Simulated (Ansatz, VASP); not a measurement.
**Sc: VASP beside Ansatz**

Wanted: the spread between two codes on one cell, functional and k mesh. The cell is taken from a series of runs on this material, whose earlier steps may have relaxed, scaled, displaced or heated it; both programs get it as it stands.

Program: Ansatz 0.2.0. Level of theory: plane waves, with VASP 6.6.1 beside it; zone-centre phonons at PBEsol. Results are calculated unless marked as measured.

### Step 1. Set-up

Symmetry: P6_3/mmc, No. 194, hexagonal system. The conventional cell has a = 3.293 Å, b = 3.293 Å, c = 5.107 Å, α = 90.00°, β = 90.00°, γ = 120.00°. Nearest to Sc lie 12 Sc at 3.18 to 3.29 Å.

### Step 2. Ansatz: zone-centre phonons, PBEsol

Ansatz runs on its default PAW (the set named soft_2) files.

Second derivatives magnify differences that forces hide, and they need a tight electronic threshold.

input.yaml reads:

```yaml
crystal:
  lattice:
    - [3.293377695, 0.0, 0.0]
    - [-1.6466888475, 2.8521487482, 0.0]
    - [0.0, 0.0, 5.1071599089]
  atoms:
    - { symbol: Sc, position: [0.3333333333, 0.6666666667, 0.25] }
    - { symbol: Sc, position: [0.6666666667, 0.3333333333, 0.75] }
kpoints:
  mp_grid: { grid: [15, 15, 8] }
hamiltonian:
  xc: pbesol
scf:
  occupations: { method: methfessel_paxton, width: 0.2 }
output:
  eigenvalues: true
phonons:
  method: dfpt
  qmesh: [3, 3, 2]
  temperatures: { t_max: 1000, t_step: 50 }
  qpath:
    path:
      - [[0.0, 0.0, 0.0], [0.5, 0.0, 0.0], [0.33333333, 0.33333333, 0.0], [0.0, 0.0, 0.0], [0.0, 0.0, 0.5], [0.5, 0.0, 0.5], [0.33333333, 0.33333333, 0.5], [0.0, 0.0, 0.5]]
      - [[0.5, 0.0, 0.5], [0.5, 0.0, 0.0]]
      - [[0.33333333, 0.33333333, 0.5], [0.33333333, 0.33333333, 0.0]]
    npoints: 10
```

Run with:

```sh
$ ansatz run input.yaml --threads 8 --pin off --max-ram 30720MiB --backend cpu --events-out ev --progress --plain --runs-dir out
```

Numbers of over 12 decimals in the logs are rounded to 6 here.

Output:

```text
Engine: ansatz 0.2.0, aarch64-unknown-linux-gnu
Pseudopotentials: kind: paw
Pseudopotential: Sc, paw, valence charge 11, recommended cutoff 420 eV (normal), Sc.paw.azcp
Functional definition: PBEsol
  exchange = pbesol_x
  correlation = pbesol_c
Crystal: 2 atoms, lattice volume = 47.973 Å³
Basis set: ecut = 420 eV, 953 PW (Γ), exchange–correlation on 48×48×72 points (8 copies of the dense FFT grid, shifted against one another)
Bands: 15, of which v1, the nominal top of the filled ones, is band 11 counted from 1 (10 counted from 0)
Symmetry: 24 space group operations
k-points: 135 of 1800
Non-local potential: Sc, projectors of the file, l = 0: 3, l = 1: 2, l = 2: 3, l = 3: 1
PAW form: soft (Blöchl's): semilocal exchange-correlation on the pseudo side does not see the compensation charge
PAW frozen core: Sc, regenerated for the run's functional, and the local potential with it (the file was generated under x = pbe(κ = 0.804, μ = 0.219515), c = pbe(β = 0.066725))
PAW one-centre angular grid: Sc, 590 points (default); XC on 64 Gauss nodes
Initial density: superposition of atomic densities (neutral atoms: chi_scale 0, normalization atom), corrected by the library's trained network
Initial wavefunctions: pseudopotential atomic-orbital guess
Functional: x = pbesol(κ = 0.804, μ = 0.123457), c = pbesol(β = 0.046)
SCF iter   1: F=—  HF=-4222.740454 eV  |F-HF|=—  |Δ(HF+E_count)|=         —  Δρ=4.43e-3  dr2=8.97e-3  ethr=1.77e-3  ⟨swp⟩=3.1  Hψ=7394  notcnv=0
preconditioner: auto → none  [metal: Δε(μ)=0.006 eV  Ē_g=2.561 eV  σ=0.200 eV  W_gap=0.02  n_scr=8 (ndim 8)  ℏωp=13.1 eV  f_vac=0.000  D(μ)=4.09/eV (n_scr^D=42)  sad-step TF]
SCF iter   2: F=—  HF=-4222.737582 eV  |F-HF|=—  |Δ(HF+E_count)|=   2.87e-3  S|Δr|=    0.00e0  Δρ=2.18e-3  dr2=2.46e-3  ethr=4.08e-5  ⟨swp⟩=1.8  Hψ=3648  notcnv=0
SCF iter   3: F=—  HF=-4222.736869 eV  |F-HF|=—  |Δ(HF+E_count)|=   7.13e-4  S|Δr|=    0.00e0  Δρ=1.43e-4  dr2=6.13e-6  ethr=1.12e-5  ⟨swp⟩=3.0  Hψ=3716  notcnv=0
SCF iter   4: F=—  HF=-4222.736872 eV  |F-HF|=—  |Δ(HF+E_count)|=   2.76e-6  S|Δr|=    0.00e0  Δρ=2.31e-5  dr2=1.72e-7  ethr=2.78e-8  ⟨swp⟩=2.0  Hψ=2444  notcnv=0
SCF iter   5: F=—  HF=-4222.736872 eV  |F-HF|=—  |Δ(HF+E_count)|=   8.30e-7  S|Δr|=    0.00e0  Δρ=3.27e-6  dr2=2.55e-9  ethr=7.83e-10  ⟨swp⟩=2.1  Hψ=3244  notcnv=0
SCF iter   6: F=—  HF=-4222.736872 eV  |F-HF|=—  |Δ(HF+E_count)|=  7.29e-10  S|Δr|=    0.00e0  Δρ=5.67e-7  dr2=1.28e-10  ethr=1.16e-11  ⟨swp⟩=2.0  Hψ=3525  notcnv=0
SCF iter   7: F=-4222.736872 eV  HF=-4222.736872 eV  |F-HF|=0.00e0  |Δ(HF+E_count)|=  4.73e-11  S|Δr|=    0.00e0  Δρ=3.77e-8  dr2=3.91e-13  ethr=1.00e-12  ⟨swp⟩=4.8  Hψ=7410  notcnv=0
SCF 1 converged in 7 iterations: F = -4222.736872 eV  dr2 = 3.91e-13
  greatest PAW one-centre occupation: 0.998 electrons in one spin orbital (limit 2), on the Sc atom at site 1 (counted from 0), in its partial waves of l = 0
NSCF: frozen V_eff on 135 k-points
NSCF: frozen V_eff on 320 k-points
DFPT response loops at q = (0, 0, 0) (fractional): preconditioner auto → Kerker (q_TF=auto, 2.396 Å⁻¹) (partly filled bands, converged f_vac=0.000); β = 1.00, the filter's whole step (`scf.mixing.beta` (0.50) is not read by the response loops under this deck's `scf.mixing.preconditioner`; to damp them name `kerker` or `kerker_dos`, under which they read `scf.mixing.beta`, and type it under 1.00, their step now; both keys bind the ground state too); Broyden in place of MSR1
NSCF: frozen V_eff on 640 k-points
DFPT response loops at q = (0, 0, -0.5) (fractional): mixed as the last ones told, above
NSCF: frozen V_eff on 1200 k-points
DFPT response loops at q = (0, 0.333333, 0) (fractional): mixed as the last ones told, above
NSCF: frozen V_eff on 1200 k-points
DFPT response loops at q = (0, 0.333333, -0.5) (fractional): mixed as the last ones told, above
NSCF: frozen V_eff on 1200 k-points
DFPT response loops at q = (0.333333, 0.333333, 0) (fractional): mixed as the last ones told, above
NSCF: frozen V_eff on 1200 k-points
DFPT response loops at q = (0.333333, 0.333333, -0.5) (fractional): mixed as the last ones told, above
SCF converged after 7 iterations
Stability not checked: this state was not tested for a lower state beside it, because cold or Methfessel-Paxton smearing, or corrected tetrahedra, fill the levels in a way that the test cannot read (fill_not_monotonic; see scf.lower_state_search)
Free energy (F): -4222.736872 eV
Harris-Foulkes:  -4222.736872 eV  (|F-HF|=0.00e0)
Internal energy: -4222.732420 eV  (E = F + TS)
E sigma→0 (E₀):  -4222.735759 eV
Entropy (-TS):   -0.004452 eV (-2.226 meV/atom)
Fermi energy:    9.459087 eV
--- Per-component energies (eV) ---
  E_band       = -329.658586
  E_kinetic    = 520.776138
  E_local      = -1665.270188  (includes V_loc(G=0)·N_el)
  E_nonlocal   = 168.847327
  E_hartree    = 567.119365
  E_xc         = -206.091954
  E_vxc        = -256.313119  (∫ρ·V_xc dr)
  E_paw        = -1864.121124  (= ΣΔE_a)
  E_vpaw       = -231.937515  (= ΣTr[D̂ρ^β])
  E_aug_tail   = 0.000022  (compensation charges beyond the density's cutoff)
  E_ewald      = -1744.250055
  E_core_change = 0.258050  (= ΣΔE_core)
  E_smearing   = -0.004452  (= −TS)
  E_closure    = -0.000000  (closes the sum)
  Σ components = -4222.736872   (vs F -4222.736872, Δ=0.00e0)
--- Band table (eV; the first three rows and the last of 135) ---
  k-point 0: bands = [... 7 lower, -18.1303, 4.2829, 7.7899, 10.1744, 11.0789, 11.0789, 11.3797, 11.5542]
  k-point 1: bands = [... 7 lower, -18.1497, 4.3923, 7.6511, 10.1148, 11.0182, 11.0182, 11.3050, 11.4831]
  k-point 2: bands = [... 7 lower, -18.1761, 4.7126, 7.2236, 10.0762, 10.9344, 10.9344, 11.0958, 11.3142]
  k-point 134: bands = [... 7 lower, -18.2117, 9.0378, 9.0378, 9.3105, 9.3105, 9.7504, 9.7504, 11.9195]
--- Phonons (Γ-DFPT): 2 representative perturbations + reference (Σ response iterations 6) ---
  ASR residual: 1.003e-5 → 0.000e0 eV/Å²; symmetrization residual: 1.457e-12 eV/Å²
  ASR residual per site (eV/Å²): 1.00e-5 1.00e-5
  Γ frequencies (cm⁻¹): 0.00 0.00 0.00 134.11 134.11 230.06
--- Phonons (arbitrary-q DFPT): 6 irreducible q on the 3×3×2 mesh ---
  q = [0.0000, 0.0000, 0.0000] (star 1, of the zone-centre solve; hermiticity 1.30e-14, symmetrization 3.33e-13): -0.00 0.00 0.00 134.11 134.11 230.06
  q = [0.0000, 0.0000, -0.5000] (star 1, 2 solved perturbations in 455 linear systems a pass and spin channel, the states on 320 of 1800 k-point pairs; hermiticity 1.60e-11, symmetrization 7.49e-8): 96.92 96.92 96.92 96.92 162.84 162.84
  q = [0.0000, 0.3333, 0.0000] (star 6, 3 solved perturbations on 600 of 1800 k-point pairs; hermiticity 4.75e-7, symmetrization 1.22e-13): 106.45 110.01 176.42 187.77 195.63 224.68
  q = [0.0000, 0.3333, -0.5000] (star 6, 3 solved perturbations on 600 of 1800 k-point pairs; hermiticity 1.41e-6, symmetrization 4.70e-7): 130.71 130.71 145.91 145.91 194.49 194.49
  q = [0.3333, 0.3333, 0.0000] (star 2, 2 solved perturbations in 830 linear systems a pass and spin channel, the states on 600 of 1800 k-point pairs; hermiticity 5.77e-8, symmetrization 5.76e-8): 167.95 167.95 178.80 178.80 203.76 207.87
  q = [0.3333, 0.3333, -0.5000] (star 2, 2 solved perturbations in 830 linear systems a pass and spin channel, the states on 600 of 1800 k-point pairs; hermiticity 3.75e-7, symmetrization 1.57e-10): 105.94 105.94 190.68 190.68 195.47 195.47
  sum rule: each row above includes the acoustic sum rule's correction from the zone centre's row sums; it moved no ω² by more than (0.25 cm⁻¹)²
  mesh force constants: q→R imaginary residual 0.00e0; ASR residual 1.003e-5 → 0.000e0 eV/Å²; symmetrization residual 4.441e-15 eV/Å²
  interpolated dispersion: 93 rows × 6 modes
  density of states and harmonic sums: on the 24×24×12 q-mesh, interpolated from the force constants of a 3×3×2 supercell (no non-analytic term)
  largest difference from the sums on the solved wave vectors: F 3.68e-2 eV, S 5.11e-5 and C_V 1.43e-5 eV/K
  zero-point energy: 0.059213 eV/cell   skipped modes (ω ≤ 0): 3   left out of the sums: 7.23e-5 of the cell's modes: C_V's classical limit lies that fraction below 3 k_B per atom; for a crystal, a wire or a layer, F and S can be off by more, and a phonons.interpolated_qmesh denser along its periods is the remedy for the sampling
```

[end of part 1 of 2]

[Lines on the potential files, build, host, timing and source positions are cut from VASP's logs without a mark.]

[Logs are printed without paths, hosts, clocks, repeated set-up lines and the standing remarks that a program may print on its own settings, such as how far it seeks lower states.]

[Hosts, paths, dates, database ids (printed as entryN), source tags and the programs' standing remarks are cut or masked in the printed files.]
